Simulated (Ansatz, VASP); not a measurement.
## Mo3W2: VASP beside Ansatz

```
Mo W
1.0
     0.00000    2.24330   11.20563
     1.58511    0.00000   11.20563
     1.58511    2.24330    0.00000
Mo W
3 2
Direct
  0.90049 0.90049 0.09951
  0.50000 0.50000 0.50000
  0.09951 0.09951 0.90049
  0.69966 0.69966 0.30034
  0.30034 0.30034 0.69966
```

Alike in both runs: task single point; functional PBE; k mesh 6 × 6 × 6; occupations gaussian, width 0.1 eV; no spin polarisation.

```csv
,VASP,Ansatz
version,VASP 6.6.1,Ansatz 0.2.0
potentials or method,"VASP PAW PBE potentials, release 64 (Mo_sv, W_sv)","scalar-relativistic, plane waves, PAW"
plane-wave cutoff (eV),520,420
valence electrons in the cell,70,70
```

|  | VASP | Ansatz | Ansatz less VASP |
| --- | --- | --- | --- |
| gap on the k mesh at the Fermi level (eV) | none | none | - |
| pressure (GPa) | -0.1 | -0.6 | -0.51 |
| largest component of the traceless stress (GPa) | 2.03 | 2.03 | -0.001 |
| rms of the force components (eV/Å) | 0.003 | 0.004 | +0.0010 |

Atom by atom the forces differ by 0.001 eV/Å (rms over components). A gap of «none» marks a metal or a gap that the smearing closes. With one functional, cell and mesh, what is left measures potentials, basis and numerics.

Caveats: the k mesh is coarse (spacing up to 0.41 Å⁻¹), so the values aren't converged. Spin-orbit coupling is left out, which matters for the levels of W.
